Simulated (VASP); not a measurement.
**Hg (relaxed from the bcc structure, space group Im-3m): computed properties**

These are r2SCAN meta-GGA, VASP's PBE PAW potentials (set 64) (plane waves; VASP) values and carry that method's errors.

```
Property                                                                                                  Result
----------------------------------  ----------------------------------------------------------------------------
space group                                                                                          Im-3m (229)
cell                                a = 3.7778 Å, b = 3.7778 Å, c = 3.7778 Å, α = 90.00°, β = 90.00°, γ = 90.00°
volume per atom                                                                                    26.96 Å³/atom
band gap (over mesh and band path)                                      none (metal, semimetal or under 0.01 eV)
density                                                                                              12.36 g/cm³
```

Hg is taken in the cubic space group Im-3m (No. 229), the bcc (W type) structure, Pearson symbol cI2. Conventional cell: a = b = c = 3.7778 Å, α = β = γ = 90.00°. Hg on 2a sees 8 Hg at 3.272 Å (cubic). (Neighbours: up to the widest gap in distance over summed covalent radii, below 1.35, at either atom.)
(The calculation used a cell of 1 atom; values per cell refer to that cell.)

Unless said otherwise, spin-orbit coupling is left out, though it shifts the bands of the heavy elements here.

The structure was generated: Hg was put into the bcc type (Im-3m), which need not be its known phase. It was relaxed first, which changed the volume by +15 %. Symmetry was kept, so distortions that lower it aren't found.
